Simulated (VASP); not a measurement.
Given:

```
AuCu
1.0
    2.86101     0.00000     0.00000
    0.00000     2.86101     0.00000
    0.00000     0.00000     3.57358
Cu Au
1 1
Cartesian
  0.00000   0.00000   0.00000
  1.43050   1.43050   1.78679
```

These are revTPSS meta-GGA, VASP's PBE PAW potentials (set 64) (plane waves; VASP 6.6.1) values and carry that method's errors. Numerical set-up: 520 eV cut-off, 13×13×10 Γ-centred mesh, first-order Methfessel-Paxton smearing of 0.10 eV, potentials Cu Au.

Unless said otherwise, spin-orbit coupling is left out, though it shifts the bands of the heavy elements here.

Task: Estimate the energy per atom (σ→0), pressure, band gap (on the k-mesh) with the smallest direct gap where there is one.

Result: 
```
Property                                                    Result
------------------------  ----------------------------------------
band gap (on the k-mesh)  none (metal, semimetal or under 0.01 eV)
energy per atom (σ→0)                               19395 meV/atom
pressure                                                 -4.83 GPa
```

The absolute energy has meaning only against runs of the same code, potentials and settings.

The compound is CuAu in the L1_0 structure. This cell is one point of a volume scan, at 1.03 of the reference volume.
